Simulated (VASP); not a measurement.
Data:

```
PtS2
1.0
    1.85463    -3.21232     0.00000
    1.85463     3.21232     0.00000
    0.00000     0.00000     5.50994
Pt S
1 2
Direct
  0.00000   0.00000   0.00000
  0.33333   0.66667   0.23412
  0.66667   0.33333   0.76588
```

Method: vdW-DF2, VASP's PBE PAW potentials (set 64) (plane waves; VASP 6.6.1). Run with 520 eV cut-off, 7×7×4 Γ-centred mesh, Gaussian smearing of 0.050 eV, potentials Pt S.

Problem. The ions and cell shape at fixed volume are relaxed. Predict the relaxed structure.

Solution. 
```
PtS2
1.0
    1.83761    -3.18283     0.00000
    1.83761     3.18283     0.00000
    0.00000     0.00000     5.61250
Pt S
1 2
Direct
  0.00000   0.00000   0.00000
  0.33333   0.66667   0.22802
  0.66667   0.33333   0.77198
```
Space group P-3m1 (164), at a tolerance of 0.03 Å.

Problem. How much energy does the relaxation gain?

Solution. The energy (σ→0) changes by -4.3 meV/atom, in 6 ionic steps.

```
step  E(σ→0) (eV)  max force (eV/Å)  pressure (GPa)  volume (Å³)
----  -----------  ----------------  --------------  -----------
1         -8.3549             0.269           -2.68        65.65
2         -8.3621             0.157           -1.99        65.65
3         -8.3669             0.018           -0.90        65.65
4         -8.3670             0.045           -0.73        65.65
5         -8.3679             0.017           -0.63        65.65
6         -8.3680             0.002           -0.58        65.65
```

The compound is PtS2 in the 1T layered structure. This cell is one point of a volume scan, at 1.03 of the reference volume. Symmetry was kept, so distortions that lower it aren't found.
